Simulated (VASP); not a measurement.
## MoS2: relaxation of cell and atoms with r2SCAN+rVV10

The system is MoS2, a slab with vacuum.

```
S Mo
1.0
     3.17423    0.00000    0.00000
    -1.58712    2.74897    0.00000
     0.00000    0.00000   21.13030
S Mo
2 1
Direct
  0.33333 0.66667 0.42637
  0.33333 0.66667 0.57363
  0.66667 0.33333 0.50000
```

```yaml
Program: VASP 6.6.1
Task: relaxation of cell and atoms
Functional: r2SCAN
Dispersion: rVV10
Potentials_or_basis: VASP PAW PBE potentials, release 64 (S, Mo_sv)
Cutoff: 600 eV
k_mesh: 12 × 12 × 1
Occupations: gaussian, width 0.03 eV
Spin: no spin polarisation
Further_INCAR_settings: ALGO = Normal; EDIFF = 1e-07; IBRION = 2; EDIFFG = -0.005; NSW = 90; ISIF = 3
```

| Quantity | Value |
| --- | --- |
| Relaxed volume | 61.45 Å³/atom |
| Relaxed cell | a = 3.174 Å, b = 3.174 Å, c = 21.130 Å, α = 90.00°, β = 90.00°, γ = 120.00° |
| Space group after relaxing (to 0.05 Å) | P-6m2 (No. 187) |
| Energy gained by relaxing | 0.1 meV/atom |
| Ionic steps | 3 |
| Largest force after relaxing | 0.004 eV/Å |
| Band gap on the k mesh | 1.77 eV, indirect (least direct gap 1.81 eV) |

Forces on the atoms (eV/Å):
```
S    0.000  0.000 -0.004
S    0.000  0.000  0.004
Mo   0.000  0.000  0.000
```

The path:
```
step  energy change (eV)  largest force (eV/Å)  pressure (GPa)  volume (Å³)
   1              0.0000                0.0023           -0.02       184.38
   2             -0.0002                0.0101            0.03       184.24
   3             -0.0002                0.0037            0.01       184.34
```

Final structure:
```xyz
3
Lattice="3.1738 0.0000 0.0000 -1.5869 2.7486 0.0000 0.0000 0.0000 21.1303" Properties=species:S:1:pos:R:3 pbc="T T T"
S     0.0000    1.8324    9.0095
S     0.0000    1.8324   12.1208
Mo    1.5869    0.9162   10.5651
```

Levels at points of the mesh, in eV from the valence-band top:
| k point | band 11 | band 12 | band 13 | band 14 | band 15 | band 16 |
| --- | --- | --- | --- | --- | --- | --- |
| (0.00, 0.00, 0.00) | -1.64 | -1.64 | 0.00 | 2.95 | 2.95 | 3.21 |
| (0.50, 0.00, 0.00) | -2.03 | -1.10 | -0.67 | 2.40 | 2.93 | 4.20 |

It took 32 min on 2 MPI ranks on AMD EPYC 9R45 96-Core Processor (Zen 5) (shared host), peak memory 0.94 GiB a rank.

Caveat: the PAW data sets were made with another functional, which shifts forces and pressure a little. r2SCAN opens gaps a little over a GGA but as a rule still falls short of measured ones.
